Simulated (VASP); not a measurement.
Computed with PBE GGA, VASP's PBE PAW potentials (set 64) (plane waves; VASP).

VASP ran on this input.

KPOINTS:
```
Regular mesh
0
G
14 14 14
```

### INCAR
```
SYSTEM  =  Ta
PREC  =  Accurate; ENCUT  =  480; LREAL  =  .False.
LASPH  =  .True.
EDIFF  =  1E-7; NELM  =  100; ALGO  =  Normal
LMAXMIX  =  6
ISMEAR  =  1; SIGMA  =  0.1
GGA  =  PE
IBRION  =  2; NSW  =  40; ISIF  =  3
EDIFFG  =  -0.01; PSTRESS  =  100
LWAVE  =  .False.; LCHARG  =  .False.
```

File POSCAR:
```
Ta
1
   -1.6597305188     1.6597305188     1.6597305188
    1.6597305188    -1.6597305188     1.6597305188
    1.6597305188     1.6597305188    -1.6597305188
Ta
1
Direct
  0.0000000000   0.0000000000   0.0000000000
```

POTCAR, in this order: Ta_pv (PBE.64 set). Program: vasp_std.

The run wrote:

**OSZICAR**
```
       N       E                     dE             d eps       ncg     rms          rms(c)
DAV:   1     0.438872689508E+02    0.43887E+02   -0.63610E+03  1872   0.109E+03
DAV:   2    -0.115614798764E+02   -0.55449E+02   -0.54750E+02  2336   0.238E+02
DAV:   3    -0.122837000806E+02   -0.72222E+00   -0.70739E+00  2208   0.269E+01
DAV:   4    -0.122871444252E+02   -0.34443E-02   -0.34450E-02  2114   0.168E+00
DAV:   5    -0.122871665941E+02   -0.22169E-04   -0.22168E-04  2098   0.118E-01    0.132E+01
DAV:   6    -0.119264577805E+02    0.36071E+00   -0.41292E-01  1938   0.781E+00    0.640E+00
DAV:   7    -0.118205562785E+02    0.10590E+00   -0.31888E-01  1968   0.650E+00    0.408E-01
DAV:   8    -0.118192279846E+02    0.13283E-02   -0.17372E-03  2091   0.475E-01    0.979E-02
DAV:   9    -0.118192358718E+02   -0.78872E-05   -0.16239E-04  1995   0.168E-01    0.343E-02
DAV:  10    -0.118192301818E+02    0.56900E-05   -0.36242E-06  2005   0.303E-02    0.117E-02
DAV:  11    -0.118192309757E+02   -0.79398E-06   -0.10511E-07  1542   0.329E-03    0.274E-04
DAV:  12    -0.118192309178E+02    0.57971E-07   -0.49804E-09   986   0.813E-04
   1 F= -.10677767E+02 E0= -.10677798E+02  d E =-.106778E+02
       N       E                     dE             d eps       ncg     rms          rms(c)
DAV:   1    -0.131981585271E+02   -0.13789E+01   -0.55395E+01  1905   0.105E+02    0.135E+01
DAV:   2    -0.117992787049E+02    0.13989E+01   -0.17435E+00  1895   0.187E+01    0.466E+00
DAV:   3    -0.114444451858E+02    0.35483E+00   -0.10624E+00  1931   0.138E+01    0.198E+00
DAV:   4    -0.114505677224E+02   -0.61225E-02   -0.15887E-02  2222   0.147E+00    0.258E-01
DAV:   5    -0.114502890391E+02    0.27868E-03   -0.17709E-03  1936   0.531E-01    0.111E-01
DAV:   6    -0.114502796527E+02    0.93864E-05   -0.39217E-05  1945   0.857E-02    0.985E-03
DAV:   7    -0.114502801221E+02   -0.46936E-06   -0.35066E-07  2304   0.716E-03    0.498E-04
DAV:   8    -0.114502801670E+02   -0.44992E-07   -0.44298E-09  1019   0.801E-04
   2 F= -.10487427E+02 E0= -.10487404E+02  d E =0.190341E+00
       N       E                     dE             d eps       ncg     rms          rms(c)
DAV:   1    -0.127655223271E+02   -0.13152E+01   -0.34841E+01  1907   0.910E+01    0.941E+00
DAV:   2    -0.119671444671E+02    0.79838E+00   -0.11698E+00  1912   0.132E+01    0.331E+00
DAV:   3    -0.117936021376E+02    0.17354E+00   -0.57107E-01  1943   0.913E+00    0.102E+00
DAV:   4    -0.117970917953E+02   -0.34897E-02   -0.66959E-03  2119   0.947E-01    0.163E-01
DAV:   5    -0.117972276548E+02   -0.13586E-03   -0.36530E-04  2071   0.203E-01    0.677E-02
DAV:   6    -0.117972289906E+02   -0.13358E-05   -0.46064E-06  1995   0.309E-02    0.752E-03
DAV:   7    -0.117972291458E+02   -0.15520E-06   -0.18511E-07  1982   0.515E-03    0.813E-04
DAV:   8    -0.117972291545E+02   -0.86570E-08   -0.52293E-09  1009   0.771E-04
   3 F= -.10703671E+02 E0= -.10703797E+02  d E =-.259036E-01
       N       E                     dE             d eps       ncg     rms          rms(c)
DAV:   1    -0.117955348969E+02    0.16942E-02   -0.65056E-03  1905   0.119E+00    0.130E-01
DAV:   2    -0.117953761622E+02    0.15873E-03   -0.21308E-04  1908   0.188E-01    0.443E-02
DAV:   3    -0.117953404863E+02    0.35676E-04   -0.11769E-04  1943   0.134E-01    0.171E-02
DAV:   4    -0.117953422771E+02   -0.17908E-05   -0.14496E-06  2147   0.138E-02    0.170E-03
DAV:   5    -0.117953423229E+02   -0.45777E-07   -0.13575E-07  1285   0.448E-03
   4 F= -.10703722E+02 E0= -.10703844E+02  d E =-.259546E-01
```

File OUTCAR:
```
------------------------ aborting loop because EDIFF is reached ----------------------------------------
  FORCE on cell =-STRESS in cart. coord.  units (eV):
  Direction    XX          YY          ZZ          XY          YZ          ZX
  --------------------------------------------------------------------------------------
  Total        1.0869650      1.0869650      1.0869650      0.0000000      0.0000000      0.0000000
  in kB       99.5735185     99.5735185     99.5735185      0.0000000      0.0000000      0.0000000
  external PRESSURE =      -0.4264815 kB  Pullay stress =     100.0000000 kB
  volume of cell :       17.49
      direct lattice vectors                 reciprocal lattice vectors
    -1.635212132  1.635212132  1.635212132     0.000000000  0.305770725  0.305770725
     1.635212132 -1.635212132  1.635212132     0.305770725  0.000000000  0.305770725
     1.635212132  1.635212132 -1.635212132     0.305770725  0.305770725  0.000000000
 POSITION                                       TOTAL-FORCE (eV/Angst)
 -----------------------------------------------------------------------------------
      0.00000      0.00000      3.27042        -0.000000     -0.000000     -0.000000
 -----------------------------------------------------------------------------------
    total drift:                               -0.000000      0.000000      0.000000
  FREE ENERGIE OF THE ION-ELECTRON SYSTEM (eV)
  ---------------------------------------------------
  free  energy   TOTEN  =       -11.7953423229 eV

  energy  without entropy=      -11.7957086243  energy(sigma->0) =      -11.79546442
  enthalpy is  TOTEN    =       -10.7037217520 eV   P V=        1.0916205709

 reached required accuracy - stopping structural energy minimisation
```
(Selected blocks of OUTCAR.)

File CONTCAR:
```
Ta
   1.00000000000000
    -1.6352121324459237    1.6352121324459237    1.6352121324459237
     1.6352121324459237   -1.6352121324459237    1.6352121324459237
     1.6352121324459237    1.6352121324459237   -1.6352121324459237
  Ta
     1
Direct
     1.0000000000000000    1.0000000000000000    0.0000000000000000
```

Energy and stress use the plane-wave basis of the starting cell.

The compound is Ta in the bcc structure. This run relaxes it under an external pressure of 10 GPa. Symmetry was kept, so distortions that lower it aren't found.
